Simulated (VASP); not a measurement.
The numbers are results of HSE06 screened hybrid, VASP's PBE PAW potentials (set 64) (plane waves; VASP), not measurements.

The input files of a VASP run:

**POSCAR**
```
C31Si33
1.0
  8.7583314355   0.0000000000   0.0000000000
  0.0000000000   8.7583314355   0.0000000000
  0.0000000000   0.0000000000   8.7583314355
Si C
33 31
direct
  0.4993869211   0.9976294491   0.9976351884
  0.7511304671   0.2489454754   0.9994249028
  0.7511701025   0.9996683153   0.2488155627
  0.9998079484   0.0002017702   0.0002085310
  0.2479785299   0.2490065327   0.9976519756
  0.4994399700   0.5006567094   0.9995347658
  0.7510580248   0.7518952978   0.9977453466
  0.2479446713   0.9975599514   0.2490209824
  0.4826782429   0.2323507921   0.2323280125
  0.6250164110   0.3747321284   0.3750435726
  0.7676306537   0.5171718116   0.2325151807
  0.4993827741   0.9995317621   0.5006764218
  0.7676393705   0.2322156613   0.5174226455
  0.7510354085   0.9974872978   0.7521558270
  0.0023167410   0.5006295874   0.9976923590
  0.2506603109   0.7494113314   0.0002788597
  0.0005268181   0.2488870574   0.2489021903
  0.2500018718   0.5008244327   0.2488183380
  0.4993497213   0.7500764767   0.2489238527
  0.0024084513   0.9976372696   0.5006841976
  0.2499923475   0.2489814337   0.5006331877
  0.4825973156   0.5174177799   0.5174360227
  0.7511494723   0.7501505458   0.5006731687
  0.2506765374   0.0003960136   0.7493162112
  0.4992734314   0.2489103638   0.7500758510
  0.7511455125   0.5007991732   0.7499287275
  0.0023762563   0.7520091646   0.2490232566
  0.0005548178   0.5006431057   0.5006475909
  0.2479593592   0.7520647169   0.5006591639
  0.0024212260   0.2490036182   0.7520232190
  0.2479094910   0.5006887687   0.7521728192
  0.4993558571   0.7521004498   0.7520993237
  0.9997370582   0.7493694250   0.7493863118
  0.6255048818   0.1191477425   0.1189114110
  0.8809295153   0.3744755387   0.1190845199
  0.8810316682   0.1190737546   0.3745794153
  0.1250888679   0.1241690543   0.1242214413
  0.3694289389   0.3751435132   0.1189461916
  0.6249657083   0.6304846170   0.1191384707
  0.8757947837   0.8749196166   0.1242253314
  0.3693774841   0.1189306647   0.3751066151
  0.8810419221   0.6305948506   0.3751321862
  0.6249254073   0.1188701968   0.6307655095
  0.8810779966   0.3750965347   0.6305721251
  0.8758287574   0.1241830880   0.8749152745
  0.1252708805   0.6254571459   0.1241964700
  0.3746250864   0.8746847376   0.1242583726
  0.1253718595   0.3748871517   0.3746542361
  0.3693592116   0.6306920119   0.3745128886
  0.6253494318   0.8748924216   0.3746996724
  0.1253374481   0.1243203402   0.6253298347
  0.3692920314   0.3745453901   0.6307184398
  0.6254857582   0.6308217841   0.6306054159
  0.8757936452   0.8746983359   0.6254215925
  0.3746112981   0.1242563609   0.8747187892
  0.6253200837   0.3748558724   0.8746037113
  0.8757843245   0.6253885406   0.8747139163
  0.1251255833   0.8747927015   0.3748204240
  0.1250560500   0.6254179408   0.6254412255
  0.3746224254   0.8749773786   0.6254134024
  0.1251141198   0.3748210257   0.8749521122
  0.3746414206   0.6254418687   0.8749966152
  0.6252622163   0.8746665619   0.8749829884
  0.1252921013   0.8748325893   0.8746828347
```

File KPOINTS:
```
Automatic mesh
0
Gamma
1 1 1
0 0 0
```

**INCAR**
```
SYSTEM=C31Si33
PREC=Normal; ENCUT=400; LREAL=Auto
LASPH=.True.; ISYM=0; NELECT=257.0
EDIFF=1E-5; NELM=50; NELMIN=4
ALGO=Normal
ISMEAR=0; SIGMA=0.05
GGA=PE; LHFCALC=.True.; AEXX=0.25
HFSCREEN=0.2; PRECFOCK=Fast
ISPIN=2; MAGMOM=64*0.0156; NUPDOWN=1
ISIF=0
LWAVE=.False.; LCHARG=.False.; LORBIT=10
```

POTCAR, in this order: Si C (PBE.64 set). Program: vasp_gam. Read from the step before: WAVECAR.

### Question
What will the output report for the number of irreducible k-points (NKPTS), largest plane-wave count, FFT grid (NGX, NGY, NGZ)?

### Answer

```json
{
 "number of irreducible k-points (NKPTS)": "1",
 "largest_plane_wave_count": "6075",
 "FFT grid (NGX, NGY, NGZ)": "48 × 48 × 48"
}
```

The cell is a supercell with a defect, built from SiC (zinc blende): Si_C, charge -1. The cell's shape comes from a PBE relaxation.
